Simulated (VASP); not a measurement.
Data:

```yaml
crystal:
  lattice:
    - [3.51007, 0.00000, 0.00000]
    - [0.00000, 3.51007, 0.00000]
    - [0.00000, 0.00000, 3.51007]
  atoms:
    - { symbol: Fe, position: [0.00000, 0.00000, 0.00000], spin: 3.2 }
    - { symbol: Ni, position: [0.00000, 0.50000, 0.50000], spin: 0.7 }
    - { symbol: Ni, position: [0.50000, 0.00000, 0.50000], spin: 0.7 }
    - { symbol: Ni, position: [0.50000, 0.50000, 0.00000], spin: 0.7 }
```

Method: r2SCAN meta-GGA, VASP's PBE PAW potentials (set 64) (plane waves; VASP 6.6.1). Run with 480 eV cut-off, 8×8×8 Γ-centred mesh, first-order Methfessel-Paxton smearing of 0.10 eV, potentials Fe Ni.

### Question
Predict the cell moment, energy per atom (σ→0), band gap (on the k-mesh) with the smallest direct gap where there is one.

### Answer

```
Item                                                         Value
------------------------  ----------------------------------------
band gap (on the k-mesh)  none (metal, semimetal or under 0.01 eV)
cell moment                                                5.24 μB
energy per atom (σ→0)                              -12.674 eV/atom
```

### Question
Give the moment on each site (PAW-sphere projection).

### Answer

| site | moment (μB) |
|---|---|
| Fe1 | 3.16 |
| Ni2 | 0.72 |
| Ni3 | 0.72 |
| Ni4 | 0.72 |

The compound is Ni3Fe in the L1_2 structure. It was relaxed first.
